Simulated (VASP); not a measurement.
Input for VASP

File KPOINTS:
```
Automatic mesh
0
Gamma
6 6 6
0 0 0
```

File POSCAR:
```
CdSe
1
    3.0250000000     0.0000000000     3.0250000000
    0.0000000000     3.0250000000     3.0250000000
    3.0250000000     3.0250000000     0.0000000000
Cd Se
1 1
Direct
  0.0000000000   0.0000000000   0.0000000000
  0.2500000000   0.2500000000   0.2500000000
```

**INCAR**
```
SYSTEM = CdSe
PREC = Accurate
ENCUT = 400
EDIFF = 1E-6
NELM = 100
ALGO = Normal
LREAL = .FALSE.
LASPH = .TRUE.
ISMEAR = 0
SIGMA = 0.05
GGA = PE
LMAXMIX = 4
LWAVE = .FALSE.
LCHARG = .FALSE.
ISIF = 2
```

POTCAR, in this order: Cd Se (PBE.64 set). Program: vasp_std.

Task: What happens when VASP runs on this input?

Result: There is a fault: the lattice vectors form a left-handed set. VASP stops with an error: ERROR: the triple product of the basis vectors is negative exchange two basis vectors ----> I REFUSE TO CONTINUE WITH THIS SICK JOB ... BYE!!! <----

### standard output
```
 -----------------------------------------------------------------------------
|                                                                             |
|     EEEEEEE  RRRRRR   RRRRRR   OOOOOOO  RRRRRR      ###     ###     ###     |
|     E        R     R  R     R  O     O  R     R     ###     ###     ###     |
|     E        R     R  R     R  O     O  R     R     ###     ###     ###     |
|     EEEEE    RRRRRR   RRRRRR   O     O  RRRRRR       #       #       #      |
|     E        R   R    R   R    O     O  R   R                               |
|     E        R    R   R    R   O     O  R    R      ###     ###     ###     |
|     EEEEEEE  R     R  R     R  OOOOOOO  R     R     ###     ###     ###     |
|                                                                             |
|     ERROR: the triple product of the basis vectors is negative exchange     |
|     two basis vectors                                                       |
|                                                                             |
|       ---->  I REFUSE TO CONTINUE WITH THIS SICK JOB ... BYE!!! <----       |
|                                                                             |
 -----------------------------------------------------------------------------
```

To mend it, correct POSCAR.
### POSCAR
```
CdSe
1
    0.0000000000     3.0250000000     3.0250000000
    3.0250000000     0.0000000000     3.0250000000
    3.0250000000     3.0250000000     0.0000000000
Cd Se
1 1
Direct
  0.0000000000   0.0000000000   0.0000000000
  0.2500000000   0.2500000000   0.2500000000
```
The mended run (PBE GGA, plane waves, VASP's PBE PAW potentials (set 64)) converges, and its OSZICAR ends with
```
   1 F= -.54396446E+01 E0= -.54396446E+01  d E =-.415921E-14
```

The compound is CdSe in the zinc blende structure, whereas wurtzite is the usual form. The cell was not relaxed at this level.
